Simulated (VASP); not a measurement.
Method: PW91 GGA, VASP's PBE PAW potentials (set 64) (plane waves; VASP).

Input for VASP

File KPOINTS:
```
K-points
0
gamma
 10 10 10
0 0 0
```

**POSCAR**
```
Eu
1.0
 -2.2900000000   2.2900000000   2.2900000000
  2.2900000000  -2.2900000000   2.2900000000
  2.2900000000   2.2900000000  -2.2900000000
Eu
1
direct
  0.0000000000   0.0000000000   0.0000000000
```

**INCAR**
```
SYSTEM  =  Eu
PREC  =  Accurate; ENCUT  =  520; LREAL  =  .FALSE.
LASPH  =  .TRUE.
EDIFF  =  1E-6; NELM  =  100; ALGO  =  Normal
LMAXMIX  =  6
ISMEAR  =  1; SIGMA  =  0.1
GGA  =  91
IBRION  =  2; NSW  =  60; ISIF  =  3
EDIFFG  =  -0.01
LWAVE  =  .FALSE.; LCHARG  =  .FALSE.
```

POTCAR, in this order: Eu_2 (PBE.64 set). Program: vasp_std.

Output

OSZICAR:
```
       N       E                     dE             d eps       ncg     rms          rms(c)
DAV:   1     0.986161071476E+01    0.98616E+01   -0.37348E+03   784   0.804E+02
DAV:   2    -0.166785622259E+01   -0.11529E+02   -0.11376E+02  1064   0.112E+02
DAV:   3    -0.185302070016E+01   -0.18516E+00   -0.18003E+00  1096   0.105E+01
DAV:   4    -0.185432751926E+01   -0.13068E-02   -0.13066E-02  1136   0.115E+00
DAV:   5    -0.185433479977E+01   -0.72805E-05   -0.72805E-05  1112   0.745E-02    0.621E+00
DAV:   6    -0.186592583605E+01   -0.11591E-01   -0.15245E-03  1200   0.408E-01    0.371E+00
DAV:   7    -0.187323456959E+01   -0.73087E-02   -0.43287E-03  1160   0.609E-01    0.588E-02
DAV:   8    -0.187331023314E+01   -0.75664E-04   -0.21423E-04  1256   0.121E-01    0.151E-02
DAV:   9    -0.187332233970E+01   -0.12107E-04   -0.11720E-05  1080   0.269E-02    0.643E-03
DAV:  10    -0.187332270919E+01   -0.36948E-06   -0.38059E-06  1224   0.156E-02
   1 F= -.18733227E+01 E0= -.18732491E+01  d E =-.187332E+01
       N       E                     dE             d eps       ncg     rms          rms(c)
DAV:   1    -0.195084965152E+01   -0.77527E-01   -0.14318E+00   864   0.123E+01    0.105E+00
DAV:   2    -0.190491866668E+01    0.45931E-01   -0.45516E-02  1136   0.209E+00    0.571E-01
DAV:   3    -0.188549872546E+01    0.19420E-01   -0.58046E-02  1168   0.227E+00    0.258E-01
DAV:   4    -0.188546275011E+01    0.35975E-04   -0.42771E-04   936   0.188E-01    0.134E-01
DAV:   5    -0.188547585774E+01   -0.13108E-04   -0.14067E-04  1160   0.959E-02    0.957E-03
DAV:   6    -0.188547392524E+01    0.19325E-05   -0.43470E-06  1192   0.179E-02    0.234E-03
DAV:   7    -0.188547402105E+01   -0.95817E-07   -0.80631E-08   448   0.252E-03
   2 F= -.18854740E+01 E0= -.18854776E+01  d E =-.121513E-01
       N       E                     dE             d eps       ncg     rms          rms(c)
DAV:   1    -0.194604085815E+01   -0.60567E-01   -0.12350E+00   856   0.115E+01    0.983E-01
DAV:   2    -0.190651586534E+01    0.39525E-01   -0.39294E-02  1136   0.195E+00    0.530E-01
DAV:   3    -0.188993701816E+01    0.16579E-01   -0.49687E-02  1152   0.212E+00    0.241E-01
DAV:   4    -0.188990859157E+01    0.28427E-04   -0.38277E-04   920   0.176E-01    0.118E-01
DAV:   5    -0.188991852446E+01   -0.99329E-05   -0.11201E-04  1128   0.888E-02    0.916E-03
DAV:   6    -0.188991657097E+01    0.19535E-05   -0.36046E-06  1144   0.165E-02    0.206E-03
DAV:   7    -0.188991664912E+01   -0.78158E-07   -0.59689E-08   400   0.215E-03
   3 F= -.18899166E+01 E0= -.18899445E+01  d E =-.165939E-01
       N       E                     dE             d eps       ncg     rms          rms(c)
DAV:   1    -0.189103507831E+01   -0.11185E-02   -0.23426E-02   880   0.158E+00    0.134E-01
DAV:   2    -0.189029168733E+01    0.74339E-03   -0.74511E-04  1136   0.276E-01    0.725E-02
DAV:   3    -0.188997863277E+01    0.31305E-03   -0.94176E-04  1160   0.294E-01    0.333E-02
DAV:   4    -0.188997964234E+01   -0.10096E-05   -0.73737E-06   984   0.246E-02    0.163E-02
DAV:   5    -0.188998133184E+01   -0.16895E-05   -0.21379E-06  1064   0.123E-02    0.130E-03
DAV:   6    -0.188998116558E+01    0.16626E-06   -0.45656E-08   416   0.209E-03
   4 F= -.18899812E+01 E0= -.18900030E+01  d E =-.166585E-01
```

OUTCAR:
```
------------------------ aborting loop because EDIFF is reached ----------------------------------------
  FORCE on cell =-STRESS in cart. coord.  units (eV):
  Direction    XX          YY          ZZ          XY          YZ          ZX
  --------------------------------------------------------------------------------------
  Total        0.0004379      0.0004379      0.0004379     -0.0000000     -0.0000000      0.0000000
  in kB        0.0161167      0.0161167      0.0161167     -0.0000000     -0.0000000      0.0000000
  external PRESSURE =       0.0161167 kB  Pullay stress =       0.0000000 kB
  volume of cell :       43.53
      direct lattice vectors                 reciprocal lattice vectors
    -2.216040769  2.216040769  2.216040769     0.000000000  0.225627618  0.225627618
     2.216040769 -2.216040769  2.216040769     0.225627618  0.000000000  0.225627618
     2.216040769  2.216040769 -2.216040769     0.225627618  0.225627618  0.000000000
 POSITION                                       TOTAL-FORCE (eV/Angst)
 -----------------------------------------------------------------------------------
      2.21604      2.21604      2.21604        -0.000000      0.000000      0.000000
 -----------------------------------------------------------------------------------
    total drift:                                0.000000      0.000000      0.000000
  FREE ENERGIE OF THE ION-ELECTRON SYSTEM (eV)
  ---------------------------------------------------
  free  energy   TOTEN  =        -1.8899811656 eV

  energy  without entropy=       -1.8900465350  energy(sigma->0) =       -1.89000296

 reached required accuracy - stopping structural energy minimisation
```
(Selected blocks of OUTCAR.)

CONTCAR:
```
Eu
   1.00000000000000
    -2.2160407690475137    2.2160407690475137    2.2160407690475137
     2.2160407690475137   -2.2160407690475137    2.2160407690475137
     2.2160407690475137    2.2160407690475137   -2.2160407690475137
  Eu
     1
Direct
     1.0000000000000000    1.0000000000000000    1.0000000000000000
```

The 4f electrons are frozen in the core of the lanthanide potential, so 4f levels, which can set the real gap, and their magnetism are missing. Energy and stress use the plane-wave basis of the starting cell.

The compound is Eu in the bcc structure. This run relaxes it. Symmetry was kept, so distortions that lower it aren't found.
